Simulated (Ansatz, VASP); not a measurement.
# One calculation of AlIn2As2P, two programs

Contents of INCAR:

```
PREC = Accurate
ENCUT = 520
EDIFF = 1E-6
ISMEAR = 0
SIGMA = 0.1
LREAL = False
LASPH = True
NELM = 80
ALGO = Normal
ISIF = 2
LWAVE = False
LCHARG = False
GGA = PE
NBANDS = 31
```

The input KPOINTS:

```
regular mesh
0
Gamma
  4 4 4
```

File POSCAR:

```
AlIn2As2P
1.0
    4.5191634600      0.0000000000      0.0000000000
    0.0000000000      4.5191634600      0.0000000000
    0.0000000000      0.0000000000      5.8011603800
Al In P As
1 2 1 2
Direct
    0.0000000000      0.0000000000      0.5000000000
    0.5000000000      0.5000000000      0.2788000100
    0.5000000000      0.5000000000      0.7211999900
    0.0000000000      0.0000000000      0.0000000000
    0.0000000000      0.5000000000      0.0000000000
    0.5000000000      0.0000000000      0.0000000000
```

Input for Ansatz:

```yaml
crystal:
  lattice:
    - [4.51916346, 0.0, 0.0]
    - [0.0, 4.51916346, 0.0]
    - [0.0, 0.0, 5.80116038]
  atoms:
    - { symbol: Al, position: [0.0, 0.0, 0.5] }
    - { symbol: In, position: [0.5, 0.5, 0.27880001] }
    - { symbol: In, position: [0.5, 0.5, 0.72119999] }
    - { symbol: P, position: [0.0, 0.0, 0.0] }
    - { symbol: As, position: [0.0, 0.5, 0.0] }
    - { symbol: As, position: [0.5, 0.0, 0.0] }
basis:
  ecutwfc: 420
kpoints:
  mp_grid: { grid: [4, 4, 4] }
hamiltonian:
  xc: pbe
scf:
  occupations: { method: gaussian, width: 0.1 }
  lower_state_search: "off"
output:
  forces: true
  stress: true
  eigenvalues: true
```

Change from the starting cell: species swapped into the PrSi2Mo2C type (P4/mmm, No. 123).

Alike in both runs: task single point; functional PBE; k mesh 4 × 4 × 4; occupations gaussian, width 0.1 eV; no spin polarisation.

```csv
,VASP,Ansatz
version,VASP 6.6.1,Ansatz 0.2.0
potentials or method,"VASP PAW PBE potentials, release 64 (Al, In_d, P, As)","scalar-relativistic, plane waves, PAW"
plane-wave cutoff (eV),520,420
valence electrons in the cell,44,64
```

```tsv
	VASP	Ansatz	Ansatz less VASP
gap on the k mesh at the Fermi level (eV)	none	none	-
pressure (GPa)	16.9	16.7	-0.20
largest component of the traceless stress (GPa)	4.75	4.61	-0.133
rms of the force components (eV/Å)	0.093	0.097	+0.0047
```

Atom by atom the forces differ by 0.005 eV/Å (rms over components). A gap of «none» marks a metal or a gap that the smearing closes. The functional is the same, so the differences come from potentials, cutoffs and numerics. The two sets of potentials don't hold the same shells in valence.

Caveats: so large a pressure means that the cell lies far from this level's equilibrium, or that cutoff or potentials fall short (VASP).
